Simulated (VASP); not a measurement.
# PmTe: single point with LDA+U

PmTe:

```xyz
4
Lattice="-2.0906 3.6211 4.0807 4.1812 0.0000 4.0807 2.0906 3.6211 0.0000" Properties=species:S:1:pos:R:3 pbc="T T T"
Pm    0.0000    0.0000    0.0000
Pm    2.0906    3.6211    4.0807
Te    2.0906    1.2070    2.0403
Te    4.1812    4.8281    6.1210
```

The cell comes from a database or a generator and needn't be the stable form of this composition.

```yaml
Program: VASP 6.6.1
Task: single point
Functional: LDA
Potentials_or_basis: VASP PAW PBE potentials, release 64 (Pm, Te)
Cutoff: 520 eV
k_mesh: 5 × 5 × 5
Occupations: gaussian, width 0.05 eV
Spin: collinear spin, antiferromagnetic start
Starting_moments: "[4.0, -4.0, 0.0, 0.0] μB"
Hubbard_terms: Pm f U = 6 eV
```

The pressure is 5.2 GPa. The largest force is 0.004 eV/Å, the band gap on the k mesh is 0.14 eV and the net moment is 0.00 μB per cell. The site moments are Pm +4.84, -4.84; Te +0.00 μB. The valence electrons inside the program's atomic spheres are Pm 12.66; Te 3.55.

Forces on the atoms (eV/Å):
```
Pm   0.003 -0.002  0.000
Pm   0.003 -0.002  0.000
Te  -0.003  0.002  0.000
Te  -0.003  0.002  0.000
```

Stress tensor (GPa, compression positive):
```
5.76 0.01 0.00
0.01 5.78 0.00
0.00 0.00 4.00
```

Levels at points of the mesh, in eV from the valence-band top:
Spin up:
```
           k point  band 19  band 20  band 21  band 22  band 23  band 24
(0.00, 0.00, 0.00)    -0.44    -0.40    -0.02     0.14     1.23     2.55
```
Spin down:
```
           k point  band 19  band 20  band 21  band 22  band 23  band 24
(0.00, 0.00, 0.00)    -0.44    -0.40    -0.02     0.14     1.23     2.55
```

Eigenvalues of the final occupation matrices:
```csv
site,spin,trace,eigenvalues
site 1 f,1,4.83,0.00 0.00 0.95 0.97 0.97 0.97 0.97
site 1 f,2,0.01,0.00 0.00 0.00 0.00 0.00 0.00 0.00
site 2 f,1,0.01,0.00 0.00 0.00 0.00 0.00 0.00 0.00
site 2 f,2,4.83,0.00 0.00 0.95 0.97 0.97 0.97 0.97
```

Run time: 5.8 min on 1 thread of Intel(R) Xeon(R) 6975P-C (Granite Rapids), with other jobs on the host, peak memory 0.34 GiB.

Caveat: the magnetic or orbital state may not be the lowest; the PAW data sets were made with another functional, which shifts forces and pressure a little; spin-orbit coupling is left out, which moves the levels of the heavy elements; an odd mesh through Γ misses points on the zone boundary, where band edges often lie; the U is typed as a test and isn't derived for this compound.
